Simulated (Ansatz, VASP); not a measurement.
# Ge: VASP beside Ansatz

Aim: how closely do two programs agree when they are given the same cell, functional and k mesh? The cell is the relaxed one of a volume series.

Method: plane waves, with VASP 6.6.1 beside it; zone-centre phonons at LDA, in Ansatz 0.2.0.

### Step 1. Starting point

It takes space group Fd-3m (No. 227, cubic). The conventional cell has a = 5.625 Å, b = 5.625 Å, c = 5.625 Å, α = 90.00°, β = 90.00°, γ = 90.00°. Nearest to Ge lie 4 Ge at 2.44 Å.

Coordinates:

```cif
data_structure
_symmetry_space_group_name_H-M 'Fd-3m:1'
_symmetry_Int_Tables_number 227
_cell_length_a 5.6247
_cell_length_b 5.6247
_cell_length_c 5.6247
_cell_angle_alpha 90.000
_cell_angle_beta 90.000
_cell_angle_gamma 90.000
_cell_volume 177.95
loop_
_atom_site_label
_atom_site_type_symbol
_atom_site_symmetry_multiplicity
_atom_site_Wyckoff_symbol
_atom_site_fract_x
_atom_site_fract_y
_atom_site_fract_z
_atom_site_occupancy
Ge1 Ge 8 a 0.50000 0.00000 0.50000 1
```

### Step 2. VASP: zone-centre phonons, LDA

Second derivatives magnify differences that forces hide, and they need a tight electronic threshold.

Lines of VASP's logs that name or quote its potential files are left out, and so is its time.

Contents of INCAR:

```
SYSTEM = Ge
PREC = Accurate
ENCUT = 500
EDIFF = 1E-08
NELM = 100
ISMEAR = 0
SIGMA = 0.05
LREAL = .FALSE.
ALGO = Normal
GGA = CA
NBANDS = 20
LORBIT = 11
LWAVE = .FALSE.
LCHARG = .FALSE.
KPAR = 4
IBRION = 8
ISIF = 2
```

Contents of POSCAR:

```
Ge
1.0
    0.0000000000      2.8123334748      2.8123334748
    2.8123334748      0.0000000000      2.8123334748
    2.8123334748      2.8123334748      0.0000000000
Ge
2
Direct
    0.5000000000      0.5000000000      0.5000000000
    0.7500000000      0.7500000000      0.7500000000
```

Contents of KPOINTS:

```
Automatic mesh
0
Gamma
16 16 16
0 0 0
```

PAW data sets: Ge_d (LDA family, release 64).

Run with:

```sh
$ mpirun -np 4 vasp_std
```

Numbers of over 12 decimals in the logs are rounded to 6 here.

Output:

```text
[banner, memory and clock lines left out]
running    4 mpi-ranks, on    1 nodes
 distrk:  each k-point on    1 cores,    4 groups
 distr:  one band on    1 cores,    1 groups

 POSCAR found type information on POSCAR Ge
 POSCAR found :  1 types and       2 ions
 LDA part: xc-table for (Slater(with rela. corr.)+CA(PZ))
 , standard interpolation
 POSCAR, INCAR and KPOINTS ok, starting setup
 FFT: planning ... GRIDC
 FFT: planning ... GRID_SOFT
 FFT: planning ... GRID
 WAVECAR not read
 entering main loop
       N       E                     dE             d eps       ncg     rms          rms(c)
DAV:   1     0.182187495404E+03    0.18219E+03   -0.14720E+04  6276   0.372E+03
DAV:   2     0.147157558171E+02   -0.16747E+03   -0.16287E+03  5820   0.581E+02
DAV:   3    -0.978829549727E+01   -0.24504E+02   -0.24329E+02  6556   0.144E+02
DAV:   4    -0.105614634992E+02   -0.77317E+00   -0.77267E+00  6520   0.299E+01
DAV:   5    -0.105737997533E+02   -0.12336E-01   -0.12336E-01  6520   0.410E+00    0.336E+00
DAV:   6    -0.104522313997E+02    0.12157E+00   -0.39137E-02  6412   0.169E+00    0.192E+00
DAV:   7    -0.103912690533E+02    0.60962E-01   -0.78846E-02  6188   0.209E+00    0.140E-01
DAV:   8    -0.103919623759E+02   -0.69332E-03   -0.56377E-03  6488   0.856E-01    0.464E-02
DAV:   9    -0.103920013972E+02   -0.39021E-04   -0.86883E-05  6776   0.964E-02    0.130E-02
DAV:  10    -0.103919979047E+02    0.34925E-05   -0.93551E-06  7768   0.456E-02    0.422E-03
DAV:  11    -0.103919977952E+02    0.10954E-06   -0.98719E-07  6256   0.824E-03    0.177E-03
DAV:  12    -0.103919977951E+02    0.78217E-10   -0.73609E-08  7860   0.385E-03
   1 F= -.10391998E+02 E0= -.10391986E+02  d E =-.229701E-04
 Linear response reoptimize wavefunctions to high precision
DAV:   1    -0.103919977946E+02    0.51659E-09   -0.37788E-09  5276   0.539E-04
DAV:   2    -0.103919977946E+02   -0.32742E-10   -0.18915E-10  3672   0.159E-04
 Linear response DOF=           1
 Linear response progress:
  Degree of freedom:   1/  1
       N       E                     dE             d eps       ncg     rms          rms(c)
RMM:   1    -0.188082693608E+00   -0.18808E+00    0.85543E+00 30220   0.449E+01
RMM:   2    -0.195576920102E+00   -0.74942E-02   -0.13663E-02 40313   0.111E+00    0.756E-02
RMM:   3    -0.195633308574E+00   -0.56388E-04   -0.96198E-04 42800   0.320E-01    0.435E-02
RMM:   4    -0.195579047623E+00    0.54261E-04   -0.71502E-05 45493   0.827E-02    0.480E-03
RMM:   5    -0.195584434274E+00   -0.53867E-05   -0.97980E-07 43844   0.191E-02    0.239E-03
RMM:   6    -0.195595495574E+00   -0.11061E-04   -0.22664E-07 44382   0.523E-03    0.314E-04
RMM:   7    -0.195594741887E+00    0.75369E-06   -0.98830E-08 45644   0.173E-03    0.201E-04
RMM:   8    -0.195594302131E+00    0.43976E-06    0.18228E-08 46138   0.606E-04    0.407E-05
RMM:   9    -0.195594185556E+00    0.11657E-06    0.42013E-08 46355   0.276E-04    0.169E-05
RMM:  10    -0.195594234509E+00   -0.48953E-07   -0.14568E-08 46541   0.137E-04    0.543E-06
RMM:  11    -0.195594264570E+00   -0.30061E-07   -0.33840E-08 46938   0.820E-05    0.290E-06
RMM:  12    -0.195594226217E+00    0.38352E-07   -0.23030E-08 47622   0.581E-05    0.174E-06
RMM:  13    -0.195594267021E+00   -0.40803E-07   -0.51292E-09 47117   0.472E-05    0.188E-07
RMM:  14    -0.195594313971E+00   -0.46950E-07   -0.32981E-09 39304   0.413E-05    0.218E-07
RMM:  15    -0.195594298145E+00    0.15826E-07   -0.51305E-09 35893   0.385E-05    0.165E-07
RMM:  16    -0.195594275559E+00    0.22586E-07   -0.52697E-09 32775   0.372E-05    0.197E-07
 first order change of Fermi-energy   0.81434E-04
 force on displaced ion       1 direction 1 : -11.491   0.000   0.000
 Linear response finished
```

Parts of OUTCAR (step 2):

```text
ion  position               nearest neighbor table
   1  0.500  0.500  0.500-   2 2.44   2 2.44   2 2.44   2 2.44
   2  0.750  0.750  0.750-   1 2.44   1 2.44   1 2.44   1 2.44

  LATTYP: Found a face centered cubic cell.
 ALAT       =     5.6246669496

 Subroutine GETGRP returns: Found 48 space group operations
 (whereof 24 operations were pure point group operations)

The static configuration has the point symmetry T_d .
 The point group associated with its full space group is O_h .

 Found    145 irreducible k-points:

   k-points           NKPTS =    145   k-points in BZ     NKDIM =    145   number of bands    NBANDS=     20

   dimension x,y,z NGX =    30 NGY =   30 NGZ =   30
   dimension x,y,z NGXF=    60 NGYF=   60 NGZF=   60

   ENCUT  =  500.0 eV  36.75 Ry    6.06 a.u.   7.25  7.25  7.25*2*pi/ulx,y,z

   NELECT =      28.0000    total number of electrons

 k-points in reciprocal lattice and weights: Automatic mesh
   0.00000000  0.00000000  0.00000000       0.000
   0.06250000  0.00000000  0.00000000       0.002
   0.12500000  0.00000000  0.00000000       0.002
   0.18750000  0.00000000  0.00000000       0.002
   0.25000000  0.00000000  0.00000000       0.002
   0.31250000  0.00000000  0.00000000       0.002
   0.37500000  0.00000000  0.00000000       0.002
   0.43750000  0.00000000  0.00000000       0.002
   0.50000000  0.00000000  0.00000000       0.001
[...]
-0.31250000  0.50000000  0.18750000       0.003
  -0.25000000  0.50000000  0.25000000       0.001

 average (electrostatic) potential at core
       1 -75.2539       2 -75.2539

  Total       -0.0135097     -0.0135097     -0.0135097     -0.0000000      0.0000000     -0.0000000
  in kB       -0.4865474     -0.4865474     -0.4865474     -0.0000000      0.0000000     -0.0000000
  external PRESSURE =      -0.4865474 kB  Pullay stress =       0.0000000 kB

  energy-cutoff  :      500.00
  volume of cell :       44.49
      direct lattice vectors                 reciprocal lattice vectors
     0.000000000  2.812333475  2.812333475    -0.177788304  0.177788304  0.177788304
     2.812333475  0.000000000  2.812333475     0.177788304 -0.177788304  0.177788304
     2.812333475  2.812333475  0.000000000     0.177788304  0.177788304 -0.177788304

 POSITION                                       TOTAL-FORCE (eV/Angst)
 -----------------------------------------------------------------------------------
      2.81233      2.81233      2.81233         0.000000      0.000000      0.000000
      4.21850      4.21850      4.21850        -0.000000     -0.000000     -0.000000
 -----------------------------------------------------------------------------------
    total drift:                                0.000000     -0.000000     -0.000000

 Eigenvectors and eigenvalues of the dynamical matrix
 ----------------------------------------------------

   1 f  =    8.795259 THz    55.262241 2PiTHz  293.378255 cm-1    36.374251 meV
             X         Y         Z           dx          dy          dz
      2.812333  2.812333  2.812333     0.000000   -0.707107    0.000000
      4.218500  4.218500  4.218500     0.000000    0.707107    0.000000

   2 f  =    8.795259 THz    55.262241 2PiTHz  293.378255 cm-1    36.374251 meV
             X         Y         Z           dx          dy          dz
      2.812333  2.812333  2.812333    -0.707107    0.000000    0.000000
      4.218500  4.218500  4.218500     0.707107    0.000000    0.000000

   3 f  =    8.795259 THz    55.262241 2PiTHz  293.378255 cm-1    36.374251 meV
             X         Y         Z           dx          dy          dz
      2.812333  2.812333  2.812333     0.000000    0.000000   -0.707107
      4.218500  4.218500  4.218500     0.000000    0.000000    0.707107

   4 f  =    0.000000 THz     0.000000 2PiTHz    0.000000 cm-1     0.000000 meV
             X         Y         Z           dx          dy          dz
      2.812333  2.812333  2.812333     0.707107    0.000000    0.000000
      4.218500  4.218500  4.218500     0.707107    0.000000    0.000000

   5 f  =    0.000000 THz     0.000000 2PiTHz    0.000000 cm-1     0.000000 meV
             X         Y         Z           dx          dy          dz
      2.812333  2.812333  2.812333     0.000000    0.707107    0.000000
      4.218500  4.218500  4.218500     0.000000    0.707107    0.000000

   6 f  =    0.000000 THz     0.000000 2PiTHz    0.000000 cm-1     0.000000 meV
             X         Y         Z           dx          dy          dz
      2.812333  2.812333  2.812333     0.000000    0.000000    0.707107
      4.218500  4.218500  4.218500     0.000000    0.000000    0.707107

 ELASTIC MODULI CONTR FROM IONIC RELAXATION (kBar)
 Direction    XX          YY          ZZ          XY          YZ          ZX
 --------------------------------------------------------------------------------
 XX          -0.0000     -0.0000     -0.0000     -0.0000      0.0000     -0.0000
 YY          -0.0000     -0.0000     -0.0000     -0.0000     -0.0000      0.0000
 ZZ          -0.0000     -0.0000     -0.0000      0.0000     -0.0000     -0.0000
 XY          -0.0000     -0.0000      0.0000   -209.0458      0.0000      0.0000
 YZ           0.0000     -0.0000     -0.0000      0.0000   -209.0458      0.0000
 ZX          -0.0000      0.0000     -0.0000      0.0000      0.0000   -209.0458
 --------------------------------------------------------------------------------
```

### Step 3. Ansatz: zone-centre phonons, LDA

Ansatz runs on its default PAW (the set named soft_2) files.

The same cell, functional (in two slightly different forms), mesh and smearing now go to Ansatz, which takes its cutoff from its data sets.

Contents of input.yaml:

```yaml
crystal:
  lattice:
    - [0.0, 2.8123334748, 2.8123334748]
    - [2.8123334748, 0.0, 2.8123334748]
    - [2.8123334748, 2.8123334748, 0.0]
  atoms:
    - { symbol: Ge, position: [0.5, 0.5, 0.5] }
    - { symbol: Ge, position: [0.75, 0.75, 0.75] }
hamiltonian:
  xc: lda
  pseudopotentials: { kind: paw }
kpoints:
  mp_grid: { grid: [16, 16, 16] }
scf:
  occupations: { method: gaussian, width: 0.05 }
phonons:
  method: dfpt
  qpoints: [[0, 0, 0]]
```

Run with:

```sh
$ ansatz run input.yaml --threads 4 --pin off --max-ram 9216MiB --backend cpu --events-out ev --progress --plain --runs-dir out
```

Output:

```text
zone centre: on kpoints.mp_grid the ground state, and the responses unless they are solved on pairs of k-points, stand on 349 of the mesh's 4096 k-points, reduced under 8 symmetry operations, with k and −k counted as one. Each operation leaves every solved displacement unchanged or reverses it
Engine: ansatz 0.2.0, x86_64-unknown-linux-gnu
Pseudopotentials: kind: paw
Pseudopotential: Ge, paw, valence charge 14, recommended cutoff 420 eV (normal), Ge.paw.azcp
Functional definition: SPW92
  exchange = slater_x
  correlation = pw_c
Crystal: 2 atoms, lattice volume = 44.487 Å³
Basis set: ecut = 420 eV, 893 PW (Γ), exchange–correlation on 64×64×64 points (8 copies of the dense FFT grid, shifted against one another)
Bands: 18, of which v1, the nominal top of the filled ones, is band 14 counted from 1 (13 counted from 0)
Symmetry: 48 space group operations
k-points: 349 of 4096 (irreducible under 8 space group operations, time reversal used)
Non-local potential: Ge, projectors of the file, l = 0: 2, l = 1: 2, l = 2: 3, l = 3: 1
PAW form: soft (Blöchl's): semilocal exchange-correlation on the pseudo side does not see the compensation charge
PAW frozen core: Ge, regenerated for the run's functional, and the local potential with it (the file was generated under x = pbe(κ = 0.804, μ = 0.219515), c = pbe(β = 0.066725))
PAW one-centre angular grid: Ge, 590 points (default); XC on 64 Gauss nodes
Initial density: superposition of atomic densities (neutral atoms: chi_scale 0, normalization atom), corrected by the library's trained network
Initial wavefunctions: pseudopotential atomic-orbital guess
Functional: x = slater, c = lda
SCF iter   1: F=—  HF=-8431.442487 eV  |F-HF|=—  |Δ(HF+E_count)|=         —  Δρ=4.94e-3  dr2=4.29e-3  ethr=1.77e-3  ⟨swp⟩=6.0  Hψ=30173  notcnv=0
preconditioner: auto → none  [insulator: Δε(μ)=0.098 eV  Ē_g=23.540 eV  σ=0.050 eV  W_gap=0.67  n_scr=14 (ndim 8)  ℏωp=29.5 eV  f_vac=0.073  D(μ)=0.02/eV (n_scr^D=0)  ε∞_Penn≈2.6]
SCF iter   2: F=—  HF=-8431.440546 eV  |F-HF|=—  |Δ(HF+E_count)|=   1.94e-3  Δρ=2.56e-3  dr2=1.03e-3  ethr=1.53e-5  ⟨swp⟩=1.3  Hψ=9226  notcnv=0
SCF iter   3: F=—  HF=-8431.440495 eV  |F-HF|=—  |Δ(HF+E_count)|=   5.08e-5  Δρ=5.96e-4  dr2=7.67e-5  ethr=3.69e-6  ⟨swp⟩=2.0  Hψ=9772  notcnv=0
SCF iter   4: F=—  HF=-8431.440389 eV  |F-HF|=—  |Δ(HF+E_count)|=   1.06e-4  Δρ=1.78e-4  dr2=7.71e-6  ethr=2.74e-7  ⟨swp⟩=2.0  Hψ=10612  notcnv=0
SCF iter   5: F=—  HF=-8431.440375 eV  |F-HF|=—  |Δ(HF+E_count)|=   1.36e-5  Δρ=3.53e-5  dr2=2.19e-7  ethr=2.75e-8  ⟨swp⟩=2.0  Hψ=11169  notcnv=0
SCF iter   6: F=—  HF=-8431.440376 eV  |F-HF|=—  |Δ(HF+E_count)|=   2.70e-7  Δρ=9.58e-6  dr2=1.77e-8  ethr=7.80e-10  ⟨swp⟩=2.0  Hψ=9798  notcnv=0
SCF iter   7: F=—  HF=-8431.440376 eV  |F-HF|=—  |Δ(HF+E_count)|=   1.74e-8  Δρ=1.20e-6  dr2=2.18e-10  ethr=6.33e-11  ⟨swp⟩=2.0  Hψ=11171  notcnv=0
SCF iter   8: F=-8431.440376 eV  HF=-8431.440376 eV  |F-HF|=5.46e-12  |Δ(HF+E_count)|=  2.11e-10  Δρ=1.08e-7  dr2=2.80e-12  ethr=1.00e-12  ⟨swp⟩=4.0  Hψ=28631  notcnv=0
SCF 1 converged in 8 iterations: F = -8431.440376 eV  dr2 = 2.80e-12
  greatest PAW one-centre occupation: 0.998 electrons in one spin orbital (limit 2), on the Ge atom at site 1 (counted from 0), in its partial waves of l = 2
DFPT response loops at Γ: preconditioner auto → Kerker (q_TF=auto, 2.526 Å⁻¹) (partly filled bands, converged f_vac=0.053); β = 1.00, the filter's whole step (`scf.mixing.beta` (0.50) is not read by the response loops under this deck's `scf.mixing.preconditioner`; to damp them name `kerker` or `kerker_dos`, under which they read `scf.mixing.beta`, and type it under 1.00, their step now; both keys bind the ground state too); Broyden in place of MSR1
SCF converged after 8 iterations
Free energy (F): -8431.440376 eV
Harris-Foulkes:  -8431.440376 eV  (|F-HF|=5.46e-12)
Internal energy: -8431.440351 eV  (E = F + TS)
E sigma→0 (E₀):  -8431.440363 eV
Entropy (-TS):   -0.000024 eV (-0.012 meV/atom)
Fermi energy:    8.512134 eV
--- Per-component energies (eV) ---
  E_band       = -304.191088
  E_kinetic    = 224.533769
  E_local      = -4926.206247  (includes V_loc(G=0)·N_el)
  E_nonlocal   = 843.412562
  E_hartree    = 2159.562830
  E_xc         = -150.849190
  E_vxc        = -130.827054  (∫ρ·V_xc dr)
  E_paw        = -3882.738064  (= ΣΔE_a)
  E_vpaw       = -634.230548  (= ΣTr[D̂ρ^β])
  E_aug_tail   = 0.000619  (compensation charges beyond the density's cutoff)
  E_ewald      = -2702.973283
  E_core_change = 3.816652  (= ΣΔE_core)
  E_smearing   = -0.000024  (= −TS)
  E_closure    = 0.000000  (closes the sum)
  Σ components = -8431.440376   (vs F -8431.440376, Δ=0.00e0)
--- Band table (eV; the first three rows and the last of 349) ---
  k-point 0: bands = [... 10 lower, -4.4580, 8.4653, 8.4948, 8.4948, 8.4948, 11.0303, 11.0303, 11.0303]
  k-point 1: bands = [... 10 lower, -4.4094, 7.3276, 8.3938, 8.3938, 9.2944, 11.1639, 11.1639, 11.2348]
  k-point 2: bands = [... 10 lower, -4.2647, 6.0890, 8.1515, 8.1515, 9.4857, 11.4866, 11.4866, 11.9608]
  k-point 348: bands = [... 10 lower, -0.4107, -0.4107, 4.4949, 4.4949, 12.8048, 12.8048, 13.1561, 13.1561]
--- Phonons (Γ-DFPT): 1 representative perturbation + reference, on 349 of 4096 k-points (Σ response iterations 3) ---
  k mesh reduced under 8 symmetry operations, with k and −k counted as one. Each operation leaves every solved displacement unchanged or reverses it
  ASR residual: 4.774e-5 → 0.000e0 eV/Å²; symmetrization residual: 1.403e-12 eV/Å²
  ASR residual per site (eV/Å²): 4.77e-5 4.77e-5
  Γ frequencies (cm⁻¹): 0.00 0.00 0.00 290.70 290.70 290.70
  non-analytic LO–TO correction: not included (Born effective charges unavailable; polar crystals: no LO–TO splitting at Γ)
--- Phonons (arbitrary-q DFPT): 1 explicit q-point ---
  q = [0, 0, 0] (of the zone-centre solve; hermiticity 6.05e-14, symmetrization 1.24e-13): 0.00 0.00 0.00 290.70 290.70 290.70
  sum rule: each row above includes the acoustic sum rule's correction from the zone centre's row sums; it moved no ω² by more than (0.42 cm⁻¹)²
```

Elapsed: 12 s, on 4 threads of AMD EPYC 7B13 (Zen 3), shared host; peak memory 1.1 GiB.

### Step 4. Differences

Known differences besides the potentials themselves: the two LDA forms differ slightly; the cutoff is 420 eV in Ansatz and 500 eV in VASP; VASP's log shows a relativistic correction to its local exchange, Ansatz's none. Total energies have different zeros and are not compared.

The two programs side by side:

| quantity | Ansatz | VASP | difference |
| --- | --- | --- | --- |
| optical mode 1 to 3 (cm⁻¹) | 290.7 | 293.4 | -0.91 % |

Modes are paired by rising frequency and degeneracy, not by their patterns, so a pair may still set unlike modes beside each other.

(Continued in part 2 of 2.)

[Lines on the potential files, build, host, timing and source positions are cut from VASP's logs without a mark.]

[Logs are printed without paths, hosts, clocks, repeated set-up lines and the standing remarks that a program may print on its own settings, such as how far it seeks lower states.]

[Hosts, paths, dates, database ids (printed as entryN), source tags and the programs' standing remarks are cut or masked in the printed files.]
